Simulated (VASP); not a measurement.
Method: HSE06 screened hybrid, VASP's PBE PAW potentials (set 64) (plane waves; VASP 6.6.1).

VASP input:

File KPOINTS:
```
K-points
0
gamma
 1 1 1
```

**POSCAR**
```
C63S
1
    7.1465551590     0.0000000000     0.0000000000
    0.0000000000     7.1465551590     0.0000000000
    0.0000000000     0.0000000000     7.1465551590
C S
63 1
Direct
  0.5004585389   0.0000772640   0.0000974173
  0.6246894665   0.1232927681   0.1233181151
  0.7504726424   0.2496295674   0.9995781169
  0.8767968087   0.3754097565   0.1233161100
  0.7504797436   0.9995809583   0.2496326530
  0.8767981531   0.1233226532   0.3753999222
  0.0001117262   0.9999810107   0.9999708313
  0.1256731143   0.1251668433   0.1251808645
  0.2497166787   0.2501953614   0.0007684640
  0.3760518408   0.3755304464   0.1245392853
  0.5001699406   0.4999204255   0.0010925377
  0.6245554286   0.6240529707   0.1245369173
  0.7498947681   0.7503730502   0.0007438087
  0.8749303758   0.8744426693   0.1251499348
  0.2497317507   0.0007538589   0.2502312096
  0.3760489151   0.1245481879   0.3755731592
  0.5037534700   0.2470960164   0.2471263549
  0.6437436898   0.3562962009   0.3562846938
  0.7529495028   0.4963201804   0.2471173884
  0.8755177516   0.6240256999   0.3755525839
  0.5001630661   0.0010602193   0.4998991298
  0.6245164419   0.1245265910   0.6240183353
  0.7529507543   0.2471086941   0.4963021222
  0.8754868270   0.3755801261   0.6240191594
  0.7498593532   0.0007442440   0.7503341830
  0.8749037390   0.1251600802   0.8743940484
  0.0000138442   0.4996225814   0.0000998424
  0.1234386619   0.6246577540   0.1234564501
  0.2497426849   0.7503084166   0.9999533376
  0.3754370789   0.8766422509   0.1234241011
  0.0005497383   0.2496506951   0.2496572521
  0.1245842849   0.3751128426   0.3751528983
  0.2471159956   0.4997596811   0.2453734551
  0.3616065722   0.6385087619   0.3614568452
  0.5003530146   0.7530052585   0.2453529177
  0.6249961042   0.8755350628   0.3751012562
  0.0000102552   0.0000792908   0.4996086783
  0.1234253547   0.1234123000   0.6246723295
  0.2471172771   0.2453538200   0.4998130159
  0.3615869761   0.3614372607   0.6385582981
  0.6385758724   0.6385292018   0.6385382909
  0.7547052121   0.7529797529   0.4997541594
  0.8766431481   0.8766284051   0.6246559151
  0.2497422060   0.9999015727   0.7503369577
  0.3754229208   0.1234302344   0.8766553722
  0.5003308776   0.2453499483   0.7529866421
  0.6249744709   0.3750985904   0.8755375525
  0.7546809871   0.4997758022   0.7529912439
  0.8766453622   0.6246402201   0.8766392296
  0.9993280095   0.7503718024   0.2502402413
  0.1217248609   0.8783671261   0.3750614415
  0.9989894502   0.4999159157   0.4999094140
  0.1244194942   0.6247027257   0.6247110812
  0.2459179551   0.7541299117   0.4988541695
  0.3753350437   0.8756190383   0.6247248082
  0.9992838466   0.2502140896   0.7503264292
  0.1217018536   0.3750211943   0.8783720225
  0.2459264204   0.4988451050   0.7541612635
  0.3753429217   0.6247054572   0.8756662591
  0.5011723789   0.7541468130   0.7541612836
  0.6250231774   0.8783724663   0.8783695748
  0.0001432500   0.7503028500   0.7503138052
  0.1251055241   0.8749438582   0.8749869480
  0.4833004262   0.5168020981   0.5167568713
```

### INCAR
```
ISMEAR = 0   ! Gaussian
SIGMA = 0.05   ! width (eV)
LASPH = T   ! aspherical one-centre terms
SYSTEM = C63S
LREAL = Auto   ! projection in real space or not
ISYM = 0
PREC = Normal
GGA = PE
ISIF = 0
AEXX = 0.25
ENCUT = 400   ! plane-wave cut-off (eV)
EDIFF = 1E-5   ! SCF stop (eV)
NELM = 50
PRECFOCK = Fast
LCHARG = F
ALGO = Normal
LWAVE = F
LHFCALC = T
HFSCREEN = 0.2
NELMIN = 4
```

POTCAR, in this order: C S (PBE.64 set). Program: vasp_gam. Read from the step before: WAVECAR.

The resulting files:

### OSZICAR
```
       N       E                     dE             d eps       ncg     rms          rms(c)
DAV:   1    -0.655751801101E+03   -0.65575E+03   -0.84094E+00   332   0.801E+00    0.410E+00
DAV:   2    -0.655776733085E+03   -0.24932E-01   -0.13666E-01   368   0.906E-01    0.260E+00
DAV:   3    -0.655758758247E+03    0.17975E-01   -0.15746E-02   368   0.339E-01    0.142E+00
DAV:   4    -0.655753859928E+03    0.48983E-02   -0.48904E-03   360   0.184E-01    0.831E-01
DAV:   5    -0.655752484718E+03    0.13752E-02   -0.10113E-03   366   0.862E-02    0.480E-01
DAV:   6    -0.655752082935E+03    0.40178E-03   -0.29006E-04   358   0.473E-02    0.253E-01
DAV:   7    -0.655751968177E+03    0.11476E-03   -0.74450E-05   366   0.243E-02    0.125E-01
DAV:   8    -0.655751934030E+03    0.34146E-04   -0.16155E-05   232   0.124E-02    0.684E-02
DAV:   9    -0.655751924260E+03    0.97703E-05   -0.65580E-06   206   0.857E-03
   1 F= -.65575192E+03 E0= -.65575192E+03  d E =-.224884E-18
```

### OUTCAR
```
------------------------ aborting loop because EDIFF is reached ----------------------------------------
  volume of cell :      365.00
      direct lattice vectors                 reciprocal lattice vectors
     7.146555159  0.000000000  0.000000000     0.139927556  0.000000000  0.000000000
     0.000000000  7.146555159  0.000000000     0.000000000  0.139927556  0.000000000
     0.000000000  0.000000000  7.146555159     0.000000000  0.000000000  0.139927556
 POSITION                                       TOTAL-FORCE (eV/Angst)
 -----------------------------------------------------------------------------------
      3.57655      0.00055      0.00070         0.006194      0.030414      0.024271
      4.46438      0.88112      0.88130        -0.042583     -0.022562     -0.026255
      5.36329      1.78399      7.14354        -0.003267     -0.003054      0.001126
      6.26608      2.68289      0.88129         0.023720      0.041594     -0.023504
      5.36334      7.14356      1.78401        -0.001743      0.001894     -0.003453
      6.26609      0.88133      2.68282         0.023838     -0.027463      0.043683
      0.00080      7.14642      7.14635         0.005436     -0.006212     -0.006451
      0.89813      0.89451      0.89461        -0.011719     -0.001590     -0.001215
      1.78461      1.78803      0.00549         0.022558     -0.009046     -0.003193
      2.68748      2.68375      0.89003         0.003975     -0.025073      0.020412
      3.57449      3.57271      0.00781        -0.020429      0.017028     -0.041353
      4.46342      4.45983      0.89001         0.025262     -0.008338      0.018104
      5.35916      5.36258      0.00532         0.006645     -0.021929      0.002126
      6.25274      6.24925      0.89439         0.000481      0.005919      0.004910
      1.78472      0.00539      1.78829         0.020293      0.000877     -0.014090
      2.68745      0.89009      2.68405         0.004726      0.012100     -0.031404
      3.60010      1.76589      1.76610         0.025108     -0.011237     -0.018380
      4.60055      2.54629      2.54621         0.026685     -0.023169     -0.018299
      5.38100      3.54698      1.76604         0.017912     -0.025544     -0.016228
      6.25694      4.45963      2.68391        -0.015153     -0.002698     -0.029167
      3.57444      0.00758      3.57256        -0.021904     -0.037424      0.026268
      4.46314      0.88994      4.45958         0.031598      0.018216     -0.004708
      5.38100      1.76598      3.54685         0.011977     -0.009175     -0.024078
      6.25671      2.68410      4.45959        -0.011301     -0.036620     -0.005043
      5.35891      0.00532      5.36230         0.009936      0.001570     -0.015174
      6.25255      0.89446      6.24891         0.001391      0.000242      0.014221
      0.00010      3.57058      0.00071        -0.031247     -0.004340      0.026224
      0.88216      4.46415      0.88229        -0.019750      0.002238     -0.002579
      1.78480      5.36212      7.14622         0.022562     -0.016718     -0.002739
      2.68308      6.26497      0.88206        -0.004731      0.020803      0.002488
      0.00393      1.78414      1.78419        -0.005806     -0.004296     -0.004566
      0.89035      2.68076      2.68105        -0.012867     -0.023303     -0.028836
      1.76603      3.57156      1.75357         0.005263      0.045445      0.035823
      2.58424      4.56314      2.58317         0.109206     -0.109433      0.090821
      3.57580      5.38139      1.75343        -0.050605     -0.008465      0.034132
      4.46657      6.25706      2.68068         0.019431      0.008714     -0.023143
      0.00007      0.00057      3.57048        -0.030486      0.028724      0.002072
      0.88207      0.88197      4.46426        -0.019484     -0.000241      0.000063
      1.76604      1.75343      3.57194         0.002907      0.034994      0.043228
      2.58410      2.58303      4.56349         0.119306      0.103930     -0.128564
      4.56362      4.56328      4.56335        -0.095554     -0.117575     -0.123404
      5.39354      5.38121      3.57152        -0.034540     -0.004413      0.053348
      6.26498      6.26487      4.46414         0.004742      0.022141     -0.001506
      1.78480      7.14585      5.36232         0.020283      0.000815     -0.017300
      2.68298      0.88210      6.26507        -0.002285     -0.008640      0.019131
      3.57564      1.75341      5.38126        -0.049106      0.033753     -0.001269
      4.46641      2.68066      6.25708         0.022719     -0.020952      0.010191
      5.39337      3.57168      5.38129        -0.031405      0.043902     -0.005174
      6.26499      4.46403      6.26495         0.005122      0.006906      0.021421
      7.14175      5.36257      1.78836        -0.002530     -0.022096     -0.017336
      0.86991      6.27730      2.68040         0.044933     -0.048649      0.033680
      7.13933      3.57268      3.57263         0.038381      0.020109      0.023487
      0.88917      4.46447      4.46453        -0.023226     -0.007864     -0.006245
      1.75747      5.38943      3.56509        -0.021131      0.025912     -0.089899
      2.68235      6.25766      4.46463         0.010121      0.029983     -0.010331
      7.14144      1.78817      5.36225         0.004976     -0.009739     -0.011734
      0.86975      2.68011      6.27733         0.047136      0.041178     -0.048436
      1.75753      3.56502      5.38966        -0.025328     -0.092271      0.024567
      2.68241      4.46449      6.25800         0.007713     -0.006660      0.024461
      3.58166      5.38955      5.38966         0.097811      0.024822      0.026070
      4.46676      6.27734      6.27732        -0.037580     -0.049453     -0.049583
      0.00102      5.36208      5.36216         0.004991     -0.016475     -0.014873
      0.89407      6.25283      6.25314        -0.011569      0.013076      0.007348
      3.45393      3.69335      3.69303        -0.218010      0.205416      0.235838
 -----------------------------------------------------------------------------------
    total drift:                               -0.000803     -0.002684     -0.005432
  FREE ENERGIE OF THE ION-ELECTRON SYSTEM (eV)
  ---------------------------------------------------
  free  energy   TOTEN  =      -655.7519242602 eV

  energy  without entropy=     -655.7519242602  energy(sigma->0) =     -655.75192426

  exchange ACFDT corr.  =         0.00000000  see jH, gK, PRB 81, 115126
```
(Selected blocks of OUTCAR.)

The supercell is sampled at Γ alone, which is coarse: total energies, pressure and levels can be off, energies of defects by several tenths of an eV.

The cell is a supercell with a defect, built from C (diamond): S_C. The cell's shape comes from a PBE relaxation. The run is not spin-polarised, so no state with unpaired spins was tried.
